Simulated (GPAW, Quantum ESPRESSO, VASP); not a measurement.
# Code comparison for KCl (Fm-3m, 2 atoms in the cell)

Self-consistent single point.

```xyz
2
Lattice="-3.1450 0.0000 3.1450 0.0000 3.1450 3.1450 -3.1450 3.1450 0.0000" Properties=species:S:1:pos:R:3 pbc="T T T"
K      0.0000     0.0000     0.0000
Cl    -3.1450     3.1450     3.1450
```

All programs got the same cell, k-point mesh and kind of occupations (in Quantum ESPRESSO's words: occupations = smearing; smearing = fermi-dirac; degauss = 0.0036749 Ry; K_POINTS = automatic 6 6 6 0 0 0); potentials, basis and cutoffs are each program's usual ones.

```json
[
 {"code": "Quantum ESPRESSO", "model": "PBE, SSSP 1.1.2 efficiency (PBE) pseudopotentials", "pressure (GPa)": "0.67", "gap on the mesh (eV)": "5.194", "cutoff": "50 Ry"},
 {"code": "VASP", "model": "PBE, VASP's PBE PAW potentials (set 64)", "pressure (GPa)": "–", "gap on the mesh (eV)": "5.191", "cutoff": "300 eV"},
 {"code": "GPAW", "model": "PBE, GPAW PAW datasets PBE (gpaw-data 1.0.1)", "pressure (GPa)": "0.72", "gap on the mesh (eV)": "5.197", "cutoff": "600 eV"}
]
```

A dash marks a value that a program does not give, or that is left out as unsure.

Gaps are read on the mesh.

The spread over the programs that give each value: pressure within 0.05 GPa; gap on the mesh within 0.006 eV.

The starting cell has typed, rounded lattice constants, without a prior relaxation at this level.

Task: Why do the programs differ, and what cannot be compared?

Result: Differences of this kind can come from the potentials, where these differ, and from what each basis and cutoff leave unconverged. The zero of total energies and Fermi levels follows the potentials and each program's conventions, so they are not compared here.

VASP's run is marked for a possible Pulay error in its stress at this cutoff; no cutoff test was made.

Left out of this page: Ansatz, ABINIT, CP2K, PySCF, Elk, FLEUR and SIESTA (not drawn, or without a comparable value).
